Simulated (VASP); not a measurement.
Data:

```xyz
3
Lattice="0.0000 2.6732 2.6732 2.6732 0.0000 2.6732 2.6732 2.6732 0.0000" Properties=species:S:1:pos:R:3 pbc="T T T"
Ce     0.0000     0.0000     0.0000
O      1.3366     1.3366     1.3366
O      4.0098     4.0098     4.0098
```

Calculation: AM05 GGA, VASP's PBE PAW potentials (set 64) (plane waves; VASP 6.6.1). Settings: 520 eV cut-off, 7×7×7 Γ-centred mesh, Gaussian smearing of 0.050 eV, potentials Ce O.

Task: Give the stress tensor in GPa (positive for a compressed cell).

Result: 
```
6.14  0.00  0.00
0.00  6.14  0.00
0.00  0.00  6.14
```
The pressure is its mean diagonal, 6.14 GPa.

The compound is CeO2 in the fluorite structure. This cell is one point of a volume scan, at 0.97 of the reference volume. The run is not spin-polarised, so no magnetic state was tried.
